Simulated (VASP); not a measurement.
Computed with PBE GGA, VASP's PBE PAW potentials (set 64) (plane waves; VASP). Each cell was relaxed at this level.

Task: Which of these has an unstable (imaginary) mode at Γ?
A) TaC, Fm-3m (225)
B) MgTe, P6_3mc (186)
C) As, R-3m (166)
D) TiO2, P4_2/mnm (136)

Result: D, TiO2, P4_2/mnm (136). Its optical Γ-point modes are 100i, 48i (×2), 10, 151, 357 (×2), 358, 417, 429 (×2), 470 (×2), 568, 770 cm⁻¹.
